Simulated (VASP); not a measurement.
Input:

```
GaN
1.0
    0.00000     2.24819     2.24819
    2.24819     0.00000     2.24819
    2.24819     2.24819     0.00000
Ga N
1 1
Direct
  0.00000   0.00000   0.00000
  0.25000   0.25000   0.25000
```

Level of theory: PBEsol GGA, VASP's PBE PAW potentials (set 64) (plane waves; VASP). Numerical set-up: 520 eV cut-off, 9×9×9 Γ-centred mesh, Gaussian smearing of 0.050 eV, potentials Ga_d N.

Question: Estimate the energy per atom (σ→0), band gap (on the k-mesh) with the smallest direct gap where there is one.

Answer: 
```json
{
  "band gap (on the k-mesh)": "1.73 eV",
  "smallest direct gap (on the k-mesh)": "1.73 eV",
  "energy per atom (σ→0)": "-6.561 eV/atom"
}
```

Only differences to runs with the same potentials and settings are physical.

The structure was generated: GaN was put into the zinc blende type (F-43m), which need not be its known phase. It was relaxed first. The start is the result of an earlier pass.
